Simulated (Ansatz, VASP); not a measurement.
## Cross-check of HfC between VASP and Ansatz

One calculation is typed for both programs; each brings its own data sets. How far apart do they land? The cell is taken from a series of runs on this material, whose earlier steps may have relaxed, scaled, displaced or heated it; both programs get it as it stands.

Program: Ansatz 0.2.0. Level of theory: plane waves, with VASP 6.6.1 beside it; zone-centre phonons at LDA. Results are calculated unless marked as measured.

**1. The structure**

Symmetry: Fm-3m, No. 225, cubic system. Conventional cell: a = 4.662 Å, b = 4.662 Å, c = 4.662 Å, α = 90.00°, β = 90.00°, γ = 90.00°. C has 6 Hf at 2.33 Å nearest. Hf has 6 C at 2.33 Å nearest. Farther neighbours are not listed.

**2. Ansatz: zone-centre phonons, LDA**

Ansatz runs on its PAW soft_1 files.

Second derivatives magnify differences that forces hide, and they need a tight electronic threshold.

Contents of input.yaml:

```yaml
crystal:
  lattice:
    - [0.0, 2.33121481, 2.33121481]
    - [2.33121481, 0.0, 2.33121481]
    - [2.33121481, 2.33121481, 0.0]
  atoms:
    - { symbol: C, position: [0.0, 0.0, 0.0] }
    - { symbol: Hf, position: [0.5, 0.5, 0.5] }
kpoints:
  mp_grid: { grid: [16, 16, 16] }
hamiltonian:
  xc: lda
  pseudopotentials: { kind: paw, azcp: { folder: soft_1 }, xc_functional: pbe }
scf:
  occupations: { method: methfessel_paxton, width: 0.2 }
output:
  eigenvalues: true
phonons:
  method: dfpt
```

Run with:

```console
> ansatz run input.yaml --threads 4 --pin off --max-ram 10240MiB --backend cpu --events-out ev --progress --plain --runs-dir out
```

Numbers of over 12 decimals in the logs are rounded to 6 here.

What it wrote:

```text
Engine: ansatz 0.2.0, x86_64-unknown-linux-gnu
Pseudopotentials: kind: paw
Pseudopotential: C, paw, valence charge 4, recommended cutoff 420 eV (normal), soft_1/C.paw.azcp
Pseudopotential: Hf, paw, valence charge 26, recommended cutoff 420 eV (normal), soft_1/Hf.paw.azcp
Functional definition: SPW92
  exchange = slater_x
  correlation = pw_c
Crystal: 2 atoms, lattice volume = 25.338 Å³
Basis set: ecut = 420 eV, 531 PW (Γ), exchange–correlation on 48×48×48 points (8 copies of the dense FFT grid, shifted against one another)
Bands: 19, of which v1, the nominal top of the filled ones, is band 15 counted from 1 (14 counted from 0)
Symmetry: 48 space group operations
k-points: 349 of 4096 (irreducible under 8 space group operations, time reversal used)
Non-local potential: C, projectors of the file, l = 0: 2, l = 1: 2, l = 2: 1
Non-local potential: Hf, projectors of the file, l = 0: 3, l = 1: 2, l = 2: 2, l = 3: 3
PAW form: soft (Blöchl's): semilocal exchange-correlation on the pseudo side does not see the compensation charge
PAW frozen core: C, regenerated for the run's functional, and the local potential with it (the file was generated under x = pbe(κ = 0.804, μ = 0.219515), c = pbe(β = 0.066725))
PAW frozen core: Hf, regenerated for the run's functional, and the local potential with it (the file was generated under x = pbe(κ = 0.804, μ = 0.219515), c = pbe(β = 0.066725))
PAW one-centre angular grid: C, 110 points (default); XC on 64 Gauss nodes
PAW one-centre angular grid: Hf, 590 points (default); XC on 64 Gauss nodes
Initial density: superposition of atomic densities (chi_scale 0.1, normalization cell, long waves kept (reshape's long-wave potential 0.00 eV rms))
Initial wavefunctions: pseudopotential atomic-orbital guess
Functional: x = slater, c = lda
SCF iter   1: F=—  HF=-15723.055229 eV  |F-HF|=—  |Δ(HF+E_count)|=         —  Δρ=8.61e-2  dr2=2.62e0  ethr=3.10e-3  ⟨swp⟩=4.9  Hψ=28520  notcnv=0
preconditioner: auto → Kerker (q_TF=auto, 2.806 Å⁻¹)  [metal: Δε(μ)=0.042 eV  Ē_g=17.611 eV  σ=0.200 eV  W_gap=0.17  n_scr=14 (ndim 8)  ℏωp=39.0 eV  f_vac=0.000  D(μ)=0.20/eV (n_scr^D=0)]
SCF iter   2: F=—  HF=-15722.511245 eV  |F-HF|=—  |Δ(HF+E_count)|=   5.44e-1  S|Δr|=    0.00e0  Δρ=3.13e-2  dr2=2.44e-1  ethr=3.10e-3  ⟨swp⟩=2.2  Hψ=11519  notcnv=0  defer=9
SCF iter   3: F=—  HF=-15722.456905 eV  |F-HF|=—  |Δ(HF+E_count)|=   5.43e-2  S|Δr|=    0.00e0  Δρ=1.39e-2  dr2=3.13e-2  ethr=8.12e-4  ⟨swp⟩=2.1  Hψ=11597  notcnv=0
SCF iter   4: F=—  HF=-15722.449284 eV  |F-HF|=—  |Δ(HF+E_count)|=   7.62e-3  S|Δr|=    0.00e0  Δρ=7.55e-3  dr2=7.12e-3  ethr=1.04e-4  ⟨swp⟩=2.1  Hψ=11917  notcnv=0
SCF iter   5: F=—  HF=-15722.448465 eV  |F-HF|=—  |Δ(HF+E_count)|=   8.19e-4  S|Δr|=    0.00e0  Δρ=1.53e-3  dr2=3.08e-4  ethr=2.37e-5  ⟨swp⟩=2.1  Hψ=9817  notcnv=0
SCF iter   6: F=—  HF=-15722.448384 eV  |F-HF|=—  |Δ(HF+E_count)|=   8.09e-5  S|Δr|=    0.00e0  Δρ=2.55e-4  dr2=1.65e-5  ethr=1.03e-6  ⟨swp⟩=2.9  Hψ=12133  notcnv=0
SCF iter   7: F=—  HF=-15722.448391 eV  |F-HF|=—  |Δ(HF+E_count)|=   6.99e-6  S|Δr|=    0.00e0  Δρ=7.19e-5  dr2=1.04e-6  ethr=5.52e-8  ⟨swp⟩=2.2  Hψ=12170  notcnv=0
SCF iter   8: F=—  HF=-15722.448391 eV  |F-HF|=—  |Δ(HF+E_count)|=   5.08e-8  S|Δr|=    0.00e0  Δρ=1.39e-5  dr2=2.72e-8  ethr=3.47e-9  ⟨swp⟩=2.3  Hψ=12235  notcnv=0
SCF iter   9: F=—  HF=-15722.448391 eV  |F-HF|=—  |Δ(HF+E_count)|=   1.45e-8  S|Δr|=    0.00e0  Δρ=2.42e-6  dr2=9.36e-10  ethr=9.05e-11  ⟨swp⟩=2.7  Hψ=11977  notcnv=0
SCF iter  10: F=—  HF=-15722.448391 eV  |F-HF|=—  |Δ(HF+E_count)|=   1.86e-9  S|Δr|=    0.00e0  Δρ=3.01e-7  dr2=1.76e-11  ethr=3.12e-12  ⟨swp⟩=3.1  Hψ=13759  notcnv=0
SCF iter  11: F=-15722.448391 eV  HF=-15722.448391 eV  |F-HF|=1.82e-12  |Δ(HF+E_count)|=  1.82e-12  S|Δr|=    0.00e0  Δρ=4.50e-8  dr2=2.95e-13  ethr=1.00e-12  ⟨swp⟩=7.4  Hψ=37827  notcnv=0
SCF 1 converged in 11 iterations: F = -15722.448391 eV  dr2 = 2.95e-13
  greatest PAW one-centre occupation: 0.998 electrons in one spin orbital (limit 2), on the Hf atom at site 1 (counted from 0), in its partial waves of l = 3
DFPT response loops at Γ: preconditioner auto → Kerker (q_TF=auto, 2.806 Å⁻¹) (partly filled bands, converged f_vac=0.000); β = 1.00, the filter's whole step (`scf.mixing.beta` (0.50) is not read by the response loops under this deck's `scf.mixing.preconditioner`; to damp them name `kerker` or `kerker_dos`, under which they read `scf.mixing.beta`, and type it under 1.00, their step now; both keys bind the ground state too); Broyden in place of MSR1
SCF converged after 11 iterations
Stability not checked: this state was not tested for a lower state beside it, because cold or Methfessel-Paxton smearing, or corrected tetrahedra, fill the levels in a way that the test cannot read (fill_not_monotonic; see scf.lower_state_search)
Free energy (F): -15722.448391 eV
Harris-Foulkes:  -15722.448391 eV  (|F-HF|=1.82e-12)
Internal energy: -15722.447596 eV  (E = F + TS)
E sigma→0 (E₀):  -15722.448192 eV
Entropy (-TS):   -0.000795 eV (-0.398 meV/atom)
Fermi energy:    18.060462 eV
--- Per-component energies (eV) ---
  E_band       = 49.397498
  E_kinetic    = 492.609555
  E_local      = -6264.184111  (includes V_loc(G=0)·N_el)
  E_nonlocal   = 98.920097
  E_hartree    = 3056.011610
  E_xc         = -311.372115
  E_vxc        = -313.177201  (∫ρ·V_xc dr)
  E_paw        = -7547.544069  (= ΣΔE_a)
  E_vpaw       = -76.794156  (= ΣTr[D̂ρ^β])
  E_aug_tail   = 0.000126  (compensation charges beyond the density's cutoff)
  E_ewald      = -5249.408609
  E_core_change = 2.519920  (= ΣΔE_core)
  E_smearing   = -0.000795  (= −TS)
  E_closure    = -0.000000  (closes the sum)
  Σ components = -15722.448391   (vs F -15722.448391, Δ=0.00e0)
--- Band table (eV; the first three rows and the last of 349) ---
  k-point 0: bands = [... 11 lower, 6.9969, 19.1298, 19.1298, 19.1298, 19.3408, 19.3408, 19.3408, 21.3378]
  k-point 1: bands = [... 11 lower, 6.9970, 18.3335, 18.5823, 18.5823, 19.5785, 19.5785, 19.8974, 21.8458]
  k-point 2: bands = [... 11 lower, 6.9972, 17.2893, 17.7753, 17.7753, 19.9055, 19.9055, 20.3256, 22.9119]
  k-point 348: bands = [... 11 lower, 8.6554, 15.0971, 15.3731, 15.3731, 21.6489, 21.6489, 24.6048, 24.9390]
--- Phonons (Γ-DFPT): 2 representative perturbations + reference, on 349 of 4096 k-points (Σ response iterations 7) ---
  k mesh reduced under 8 symmetry operations, with k and −k counted as one. Each operation leaves every solved perturbation unchanged. A smaller set is not used because it would not reduce the number of displacements times k-points to solve
  ASR residual: 3.226e-6 → 0.000e0 eV/Å²; symmetrization residual: 6.104e-7 eV/Å²
  ASR residual per site (eV/Å²): 2.91e-6 3.23e-6
  Γ frequencies (cm⁻¹): 0.00 0.00 0.00 406.36 406.36 406.36
  non-analytic LO–TO correction: not included (Born effective charges unavailable; polar crystals: no LO–TO splitting at Γ)
```

In the SCF lines HF is the Harris–Foulkes energy and dr2 the Hartree energy of the density residual, in eV; the loop may stop once dr2 is under the threshold and the program's other checks hold. Hψ counts applications of the Hamiltonian.

**3. VASP: zone-centre phonons, LDA**

The same cell, functional (in two slightly different forms), mesh and smearing now go to VASP, with its own data sets.

Lines of VASP's logs that name or quote its potential files are left out, and so is its time.

Contents of INCAR:

```
SYSTEM = HfC
PREC = Accurate
ENCUT = 600
EDIFF = 1E-08
NELM = 120
ISMEAR = 1
SIGMA = 0.2
LREAL = .FALSE.
ALGO = Normal
GGA = CA
NBANDS = 13
LASPH = .TRUE.
LORBIT = 11
LWAVE = .FALSE.
LCHARG = .FALSE.
ISIF = 2
IBRION = 8
GGA_COMPAT = .FALSE.
KPAR = 2
```

Contents of POSCAR:

```
HfC
1.0
    0.0000000000      2.3312148100      2.3312148100
    2.3312148100      0.0000000000      2.3312148100
    2.3312148100      2.3312148100      0.0000000000
C Hf
1 1
Direct
    0.0000000000      0.0000000000      0.0000000000
    0.5000000000      0.5000000000      0.5000000000
```

Contents of KPOINTS:

```
Automatic mesh
0
Gamma
16 16 16
0 0 0
```

PAW data sets: C and Hf_pv (LDA family, release 64).

Run with:

```console
> mpirun -np 2 vasp_std
```

What it wrote:

```text
[banner, memory and clock lines left out]
running    2 mpi-ranks, on    1 nodes
 distrk:  each k-point on    1 cores,    2 groups
 distr:  one band on    1 cores,    1 groups

 POSCAR found type information on POSCAR C Hf
 POSCAR found :  2 types and       2 ions
 LDA part: xc-table for (Slater(with rela. corr.)+CA(PZ))
 , standard interpolation
 POSCAR, INCAR and KPOINTS ok, starting setup
 FFT: planning ... GRIDC
 FFT: planning ... GRID_SOFT
 FFT: planning ... GRID
 WAVECAR not read
 entering main loop
       N       E                     dE             d eps       ncg     rms          rms(c)
DAV:   1     0.234180540821E+02    0.23418E+02   -0.85999E+03  3786   0.118E+03
DAV:   2    -0.242310575191E+02   -0.47649E+02   -0.44836E+02  4840   0.218E+02
DAV:   3    -0.260167991970E+02   -0.17857E+01   -0.17762E+01  4628   0.298E+01
DAV:   4    -0.260274339833E+02   -0.10635E-01   -0.10633E-01  4259   0.280E+00
DAV:   5    -0.260275150629E+02   -0.81080E-04   -0.81078E-04  4706   0.222E-01    0.572E+01
DAV:   6    -0.229505523591E+02    0.30770E+01   -0.14385E+01  4335   0.197E+01    0.411E+01
DAV:   7    -0.228620955304E+02    0.88457E-01   -0.71059E-01  4345   0.568E+00    0.251E+01
DAV:   8    -0.228458335505E+02    0.16262E-01   -0.96306E-02  4580   0.231E+00    0.676E+00
DAV:   9    -0.228367207560E+02    0.91128E-02   -0.39957E-02  4425   0.106E+00    0.200E+00
DAV:  10    -0.228361623871E+02    0.55837E-03   -0.22904E-03  4515   0.343E-01    0.860E-02
DAV:  11    -0.228361606908E+02    0.16964E-05   -0.10185E-04  4430   0.886E-02    0.654E-02
DAV:  12    -0.228361604941E+02    0.19663E-06   -0.26428E-06  4696   0.132E-02    0.360E-02
DAV:  13    -0.228361601322E+02    0.36194E-06   -0.87328E-07  4535   0.506E-03    0.286E-03
DAV:  14    -0.228361601339E+02   -0.16555E-08   -0.39995E-08  4380   0.164E-03
   1 F= -.22836160E+02 E0= -.22835893E+02  d E =-.800820E-03
 Linear response reoptimize wavefunctions to high precision
DAV:   1    -0.228361601349E+02   -0.98794E-09   -0.72705E-10  3120   0.247E-04
DAV:   2    -0.228361601349E+02   -0.40700E-10   -0.93674E-11  2270   0.897E-05
 Linear response DOF=           2
 Linear response progress:
  Degree of freedom:   1/  2
       N       E                     dE             d eps       ncg     rms          rms(c)
RMM:   1    -0.122024409840E+00   -0.12202E+00    0.24293E-02 19775   0.189E+00
RMM:   2    -0.117736094734E+00    0.42883E-02   -0.34196E-03 14524   0.354E-01    0.409E-01
RMM:   3    -0.118071887247E+00   -0.33579E-03   -0.67168E-04 13228   0.147E-01    0.211E-01
RMM:   4    -0.118970870883E+00   -0.89898E-03   -0.40823E-04 13483   0.110E-01    0.356E-02
RMM:   5    -0.118964504153E+00    0.63667E-05   -0.11073E-05 14865   0.244E-02    0.108E-02
RMM:   6    -0.118963884285E+00    0.61987E-06   -0.43914E-07 16014   0.429E-03    0.516E-03
RMM:   7    -0.118952833525E+00    0.11051E-04   -0.97084E-08 15561   0.205E-03    0.318E-03
RMM:   8    -0.118956555694E+00   -0.37222E-05   -0.19107E-08 16301   0.786E-04    0.282E-04
RMM:   9    -0.118955827104E+00    0.72859E-06   -0.13320E-08 17238   0.154E-04    0.260E-04
RMM:  10    -0.118955833721E+00   -0.66163E-08   -0.19483E-08 17330   0.362E-05    0.796E-05
 first order change of Fermi-energy   0.46821E-03
 force on displaced ion       1 direction 1 :  -6.803   0.000   0.000
 Linear response progress:
  Degree of freedom:   2/  2
       N       E                     dE             d eps       ncg     rms          rms(c)
RMM:   1    -0.213723826175E+00   -0.21372E+00    0.36838E+00 10110   0.118E+01
RMM:   2    -0.210678203323E+00    0.30456E-02   -0.30915E-02 13995   0.128E+00    0.538E-01
RMM:   3    -0.210014957569E+00    0.66325E-03   -0.10134E-03 17378   0.152E-01    0.204E-01
RMM:   4    -0.209566304636E+00    0.44865E-03   -0.81201E-05 18806   0.506E-02    0.137E-01
RMM:   5    -0.209137980526E+00    0.42832E-03   -0.31363E-05 18765   0.364E-02    0.140E-02
RMM:   6    -0.209128698991E+00    0.92815E-05   -0.20309E-06 18956   0.101E-02    0.516E-03
RMM:   7    -0.209141487595E+00   -0.12789E-04    0.16020E-08 19956   0.271E-03    0.590E-03
RMM:   8    -0.209142752295E+00   -0.12647E-05   -0.14678E-06 19924   0.618E-04    0.896E-04
RMM:   9    -0.209142939928E+00   -0.18763E-06   -0.14975E-06 20871   0.265E-04    0.386E-05
RMM:  10    -0.209143220990E+00   -0.28106E-06   -0.10071E-06 20236   0.962E-05    0.913E-05
RMM:  11    -0.209143236850E+00   -0.15860E-07   -0.43920E-07 20857   0.352E-05    0.105E-04
RMM:  12    -0.209143273629E+00   -0.36779E-07   -0.24687E-07 20194   0.172E-05    0.476E-05
RMM:  13    -0.209143258535E+00    0.15094E-07   -0.12724E-07 18758   0.966E-06    0.106E-05
RMM:  14    -0.209143261808E+00   -0.32729E-08   -0.77952E-08 14888   0.547E-06    0.146E-05
 first order change of Fermi-energy  -0.80234E-05
 force on displaced ion       2 direction 1 :  -6.807   0.000   0.000
 Linear response finished
```

From OUTCAR (step 3):

```text
ion  position               nearest neighbor table
   1  0.000  0.000  0.000-   2 2.33   2 2.33   2 2.33   2 2.33   2 2.33   2 2.33
   2  0.500  0.500  0.500-   1 2.33   1 2.33   1 2.33   1 2.33   1 2.33   1 2.33

  LATTYP: Found a face centered cubic cell.
 ALAT       =     4.6624296200

 Subroutine GETGRP returns: Found 48 space group operations
 (whereof 48 operations were pure point group operations)

The static configuration has the point symmetry O_h .

 Found    145 irreducible k-points:

   k-points           NKPTS =    145   k-points in BZ     NKDIM =    145   number of bands    NBANDS=     13

   dimension x,y,z NGX =    28 NGY =   28 NGZ =   28
   dimension x,y,z NGXF=    56 NGYF=   56 NGZF=   56

   ENCUT  =  600.0 eV  44.10 Ry    6.64 a.u.   6.58  6.58  6.58*2*pi/ulx,y,z

   NELECT =      14.0000    total number of electrons

 k-points in reciprocal lattice and weights: Automatic mesh
   0.00000000  0.00000000  0.00000000       0.000
   0.06250000  0.00000000  0.00000000       0.002
   0.12500000  0.00000000  0.00000000       0.002
   0.18750000  0.00000000  0.00000000       0.002
   0.25000000  0.00000000  0.00000000       0.002
   0.31250000  0.00000000  0.00000000       0.002
   0.37500000  0.00000000  0.00000000       0.002
   0.43750000  0.00000000  0.00000000       0.002
   0.50000000  0.00000000  0.00000000       0.001
[...]
-0.31250000  0.50000000  0.18750000       0.003
  -0.25000000  0.50000000  0.25000000       0.001

 average (electrostatic) potential at core
       1 -52.0018       2 -35.8892

  Total       -2.1191670     -2.1191670     -2.1191670      0.0000000     -0.0000000      0.0000000
  in kB     -133.9981741   -133.9981741   -133.9981741      0.0000000     -0.0000000      0.0000000
  external PRESSURE =    -133.9981741 kB  Pullay stress =       0.0000000 kB

  energy-cutoff  :      600.00
  volume of cell :       25.34
      direct lattice vectors                 reciprocal lattice vectors
     0.000000000  2.331214810  2.331214810    -0.214480449  0.214480449  0.214480449
     2.331214810  0.000000000  2.331214810     0.214480449 -0.214480449  0.214480449
     2.331214810  2.331214810  0.000000000     0.214480449  0.214480449 -0.214480449

 POSITION                                       TOTAL-FORCE (eV/Angst)
 -----------------------------------------------------------------------------------
      0.00000      0.00000      0.00000        -0.000000     -0.000000      0.000000
      2.33121      2.33121      2.33121         0.000000      0.000000     -0.000000
 -----------------------------------------------------------------------------------
    total drift:                                0.000000      0.000000      0.000000

 Eigenvectors and eigenvalues of the dynamical matrix
 ----------------------------------------------------

   1 f  =   12.154950 THz    76.371803 2PiTHz  405.445491 cm-1    50.268812 meV
             X         Y         Z           dx          dy          dz
      0.000000  0.000000  0.000000     0.000000    0.967945    0.000000
      2.331215  2.331215  2.331215     0.000000   -0.251164    0.000000

   2 f  =   12.154950 THz    76.371803 2PiTHz  405.445491 cm-1    50.268812 meV
             X         Y         Z           dx          dy          dz
      0.000000  0.000000  0.000000     0.967945    0.000000    0.000000
      2.331215  2.331215  2.331215    -0.251164    0.000000    0.000000

   3 f  =   12.154950 THz    76.371803 2PiTHz  405.445491 cm-1    50.268812 meV
             X         Y         Z           dx          dy          dz
      0.000000  0.000000  0.000000     0.000000    0.000000    0.967945
      2.331215  2.331215  2.331215     0.000000    0.000000   -0.251164

   4 f/i=    0.000842 THz     0.005293 2PiTHz    0.028097 cm-1     0.003484 meV
             X         Y         Z           dx          dy          dz
      0.000000  0.000000  0.000000    -0.251164    0.000000    0.000000
      2.331215  2.331215  2.331215    -0.967945    0.000000    0.000000

   5 f/i=    0.000842 THz     0.005293 2PiTHz    0.028097 cm-1     0.003484 meV
             X         Y         Z           dx          dy          dz
      0.000000  0.000000  0.000000     0.000000   -0.251164    0.000000
      2.331215  2.331215  2.331215     0.000000   -0.967945    0.000000

   6 f/i=    0.000842 THz     0.005293 2PiTHz    0.028097 cm-1     0.003484 meV
             X         Y         Z           dx          dy          dz
      0.000000  0.000000  0.000000     0.000000    0.000000   -0.251164
      2.331215  2.331215  2.331215     0.000000    0.000000   -0.967945

 ELASTIC MODULI CONTR FROM IONIC RELAXATION (kBar)
 Direction    XX          YY          ZZ          XY          YZ          ZX
 --------------------------------------------------------------------------------
 XX           0.0000      0.0000      0.0000      0.0000      0.0000      0.0000
 YY           0.0000      0.0000      0.0000      0.0000      0.0000      0.0000
 ZZ           0.0000      0.0000      0.0000      0.0000      0.0000      0.0000
 XY           0.0000      0.0000      0.0000      0.0000      0.0000      0.0000
 YZ           0.0000      0.0000      0.0000      0.0000      0.0000      0.0000
 ZX           0.0000      0.0000      0.0000      0.0000      0.0000      0.0000
 --------------------------------------------------------------------------------
```

**4. Side by side**

Known differences besides the potentials themselves: the two LDA forms differ slightly; the data sets hold 30 valence electrons in Ansatz (on its PAW soft_1 files) and 14 in VASP; the cutoff is 420 eV in Ansatz and 600 eV in VASP; VASP's log shows a relativistic correction to its local exchange, Ansatz's none. Total energies have different zeros and are not compared.

Both answers:

```csv
quantity,Ansatz,VASP,difference
optical mode 1 to 3 (cm⁻¹),406.4,405.4,+0.23 %
```

Modes are paired by rising frequency, not by their patterns, so a pair may set unlike modes beside each other; they are those without the splitting of longitudinal modes.

**5. Summary of results**

```yaml
r_m_s_difference_of_the_optical_zone_centre_modes_each_program_s_sorted_by_frequency_zone_centre_phonons_lda: 0.91 cm⁻¹
```

What this shows: The r.m.s. difference of the optical zone-centre modes, each program's sorted by frequency is 0.91 cm⁻¹ (zone-centre phonons, LDA). The data sets hold unlike numbers of valence electrons (30 in Ansatz and 14 in VASP), so part of the differences comes from the potentials. How closely two codes agree says nothing of how well the functional describes the real material.

[Lines on the potential files, build, host, timing and source positions are cut from VASP's logs without a mark.]

[Logs are printed without paths, hosts, clocks, repeated set-up lines and the standing remarks that a program may print on its own settings, such as how far it seeks lower states.]

[Hosts, paths, dates, database ids (printed as entryN), source tags and the programs' standing remarks are cut or masked in the printed files.]
